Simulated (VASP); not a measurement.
Consider the following.

```
SrVO3
1.0
    3.82378     0.00000     0.00000
    0.00000     3.82378     0.00000
    0.00000     0.00000     3.82378
Sr V O
1 1 3
Cartesian
  0.00000   0.00000   0.00000
  1.91189   1.91189   1.91189
  1.91189   0.00000   1.91189
  0.00000   1.91189   1.91189
  1.91189   1.91189   0.00000
```

Level of theory: r2SCAN+rVV10, VASP's PBE PAW potentials (set 64) (plane waves; VASP 6.6.1). Run with 520 eV cut-off, 9×9×9 Γ-centred mesh, tetrahedra with Blöchl corrections, potentials Sr_sv V_sv O.

**Question.** Estimate the energy per atom (σ→0), band gap (over mesh and band path) with the smallest direct gap where there is one.

**Answer.** 
| Property | Value |
|---|---|
| band gap (over mesh and band path) | none (metal, semimetal or under 0.01 eV) |
| energy per atom (σ→0) | -12.278 eV/atom |

The compound is SrVO3 in the cubic perovskite structure. It was relaxed first. The run is not spin-polarised, so no magnetic state was tried. The electron count is odd and the run is not spin-polarised, which forces a metal.
